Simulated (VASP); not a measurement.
Here is the system:

```
NiTe
1.0
    3.97188     0.00000     0.00000
   -1.98594     3.43975     0.00000
    0.00000     0.00000     5.17933
Ni Te
2 2
Cartesian
  0.00000   0.00000   0.00000
  0.00000   0.00000   2.58966
  0.00000   2.29316   1.29483
  1.98594   1.14658   3.88449
```

Method: PBEsol GGA, VASP's PBE PAW potentials (set 64) (plane waves; VASP 6.6.1). Settings: 400 eV cut-off, 10×10×7 Γ-centred mesh, tetrahedra with Blöchl corrections, potentials Ni Te.

The cores are frozen, which limits the accuracy of field gradients.

Q: Give the principal components of the electric field gradient (V/Å²) and the asymmetry η at each nucleus.

A: 
```csv
atom,Vxx,Vyy,Vzz,η
Ni1,8.5,8.5,-17.1,0.00
Ni2,8.5,8.5,-17.1,0.00
Te3,-17.9,-17.9,35.9,0.00
Te4,-17.9,-17.9,35.9,0.00
```

The structure was generated: NiTe was put into the NiAs type type (P6_3/mmc), which need not be its known phase. It was relaxed first, which changed the volume by -19 %. The run is not spin-polarised, so no magnetic state was tried.
